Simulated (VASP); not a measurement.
Computed with PBE GGA, VASP's PBE PAW potentials (set 64) (plane waves; VASP 6.6.1).

The input files of a VASP run:

INCAR:
```
! general
SYSTEM =CrAl
PREC   =Accurate
ENCUT  =400
LREAL  =.FALSE.
LASPH  =.TRUE.

! electronic loop
EDIFF  =1E-6
NELM   =100
ALGO   =Normal
LMAXMIX=4

! smearing
ISMEAR =1
SIGMA  =0.1

! functional
GGA    =PE

! spin
ISPIN  =2
MAGMOM =3.7 -0.0

! ions
IBRION =2
NSW    =60
ISIF   =3
EDIFFG =-0.01

! output
LWAVE  =.FALSE.
LCHARG =.FALSE.
LORBIT =10
```

### KPOINTS
```
Automatic mesh
0
Gamma
10 10 10
0 0 0
```

**POSCAR**
```
CrAl
1.0
  0.0000000000   2.9782171545   2.9782171545
  2.9782171545   0.0000000000   2.9782171545
  2.9782171545   2.9782171545   0.0000000000
Cr Al
1 1
direct
  0.0000000000   0.0000000000   0.0000000000
  0.2500000000   0.2500000000   0.2500000000
```

POTCAR, in this order: Cr_pv Al (PBE.64 set). Program: vasp_std.

The moments were started parallel, and other spin orders were not tried in this run.

Task: Predict the energy per atom (σ→0), cell moment, band gap (on the k-mesh).

Result: 
* **energy per atom (σ→0)**: -5.140 eV/atom
* **cell moment**: 4.24 μB
* **band gap (on the k-mesh)**: none (metal, semimetal or under 0.01 eV)

### OSZICAR
```
...
DAV:   9    -0.102737849316E+02   -0.45096E-02   -0.37631E-02  2927   0.161E+00    0.752E-01
DAV:  10    -0.102785757586E+02   -0.47908E-02   -0.33720E-03  2787   0.476E-01    0.380E-01
DAV:  11    -0.102792555449E+02   -0.67979E-03   -0.20441E-03  3009   0.385E-01    0.799E-02
DAV:  12    -0.102793812867E+02   -0.12574E-03   -0.29566E-04  2857   0.131E-01    0.344E-02
DAV:  13    -0.102793882638E+02   -0.69771E-05   -0.18959E-05  3527   0.333E-02    0.194E-02
DAV:  14    -0.102793843781E+02    0.38857E-05   -0.62802E-06  2993   0.193E-02    0.461E-03
DAV:  15    -0.102793842944E+02    0.83740E-07   -0.80418E-07  2284   0.819E-03
   1 F= -.10279384E+02 E0= -.10279246E+02  d E =-.102794E+02  mag=     4.2403
```

The structure was generated: CrAl was put into the zinc blende type (F-43m), which need not be its known phase. It was relaxed first. The start is the result of an earlier pass.
